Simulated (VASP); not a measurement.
Energy against volume of TiN (rock salt). Level of theory: optB86b-vdW, VASP's PBE PAW potentials (set 64) (plane waves; VASP). Settings: 520 eV cut-off, 15×15×15 Γ-centred mesh, first-order Methfessel-Paxton smearing of 0.10 eV, potentials Ti_sv N.

```tsv
V (Å³/atom)	E (eV/atom)
9.178	-7.90383
9.462	-7.91204
9.745	-7.90492
10.029	-7.88469
```

Task: Fit these four points and predict the energy of the run at 8.894 Å³/atom.

Result: A cubic in V^(−2/3), the third-order Birch-Murnaghan form, passes through the four points with V0 = 9.46 Å³/atom and B0 = 288 GPa, and gives -7.8775 eV/atom there. The run gave -7.8777 eV/atom, -0.1 meV/atom from the fit; all five points give B0 = 288 GPa.

The compound is TiN in the rock salt structure. It was relaxed first.
